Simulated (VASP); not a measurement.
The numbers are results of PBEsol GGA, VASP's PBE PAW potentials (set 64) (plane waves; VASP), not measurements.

VASP ran on this input.

**KPOINTS**
```
Automatic mesh
0
Gamma
8 8 8
0 0 0
```

**POSCAR**
```
ZnSe
1.0
  0.0000000000   2.7124537012   2.7124537012
  2.7124537012   0.0000000000   2.7124537012
  2.7124537012   2.7124537012   0.0000000000
Zn Se
1 1
Direct
  0.0000000000   0.0000000000   0.0000000000
  0.2500000000   0.2500000000   0.2500000000
```

**INCAR**
```
SYSTEM = ZnSe
PREC = Accurate
ENCUT = 500
EDIFF = 1E-6
NELM = 100
ALGO = Normal
LREAL = .FALSE.
LASPH = .TRUE.
ISMEAR = 0
SIGMA = 0.05
GGA = PS
LMAXMIX = 4
LWAVE = .FALSE.
LCHARG = .FALSE.
IBRION = 2
ISIF = 3
NSW = 40
EDIFFG = -0.02
PSTRESS = 200
```

POTCAR, in this order: Zn Se (PBE.64 set). Program: vasp_std.

**Question.** What will the output report for the number of irreducible k-points (NKPTS), largest plane-wave count, number of space-group operations, FFT grid (NGX, NGY, NGZ)?

**Answer.** 
| Property | Result |
|---|---|
| number of irreducible k-points (NKPTS) | 29 |
| largest plane-wave count | 1036 |
| number of space-group operations | 24 |
| FFT grid (NGX, NGY, NGZ) | 28 × 28 × 28 |

The compound is ZnSe in the zinc blende structure. This run relaxes it under an external pressure of 20 GPa. Symmetry was kept, so distortions that lower it aren't found.
